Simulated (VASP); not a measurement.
Runs of VASP 6.6.1 on Zr2F. Symmetry: Fm-3m, No. 225, cubic system. Conventional cell: a = 6.081 Å, b = 6.081 Å, c = 6.081 Å, α = 90.00°, β = 90.00°, γ = 90.00°. Zr (site symmetry -43m) is surrounded by 4 F at 2.63 Å. F (site symmetry m-3m) has 8 Zr at 2.63 Å as nearest neighbours. The cell was built by a generator and needn't be a form met in nature.

```tsv
task	level	potentials or basis	spin	cell	k mesh	cutoff (eV)	smearing	optimiser	gap on the mesh (eV)	pressure (GPa)
relaxation of cell and atoms	PBEsol	VASP PAW PBE potentials, release 64 (Zr_sv, F)	off	relaxed	8 × 8 × 8	600	gaussian 0.05 eV	-	none	0.0
relaxation of the atoms	PBEsol+D3(BJ)	VASP PAW PBE potentials, release 64 (Zr_sv, F)	SOC, no magnetisation	atoms relaxed	6 × 6 × 6	520	gaussian 0.05 eV	BFGSLineSearch	-	-7.6
single point	vdW-DF	VASP PAW PBE potentials, release 64 (Zr_sv_GW, F_GW)	SOC, no magnetisation	as given	6 × 6 × 6	600	gaussian 0.05 eV	-	-	(a)
electron localisation function	r2SCAN	VASP PAW PBE potentials, release 64 (Zr_sv, F_s)	collinear, zero start	as given	8 × 8 × 8	400	gaussian 0.01 eV	-	none	-2.4
```

Q: Fill in the values left out.

A: (a) 2.5.

Caveats: the PAW data sets were made with another functional, which shifts forces and pressure a little; an odd number of electrons without spin polarisation forces a metal (some runs); a magnetic or distorted state may lie lower (some runs); the relaxation stopped at its first step, so nothing moved (some runs); the cutoff is under 1.25 times the usual one of these potentials, so pressure, stress and relaxed cells hold a basis-set (Pulay) error (some runs).

A k mesh can miss the band edges, and rows without SOC leave out spin-orbit coupling on Zr.

A gap of «none» marks a metal or a gap under the smearing width.

Runs at the PBE level aren't shown here.
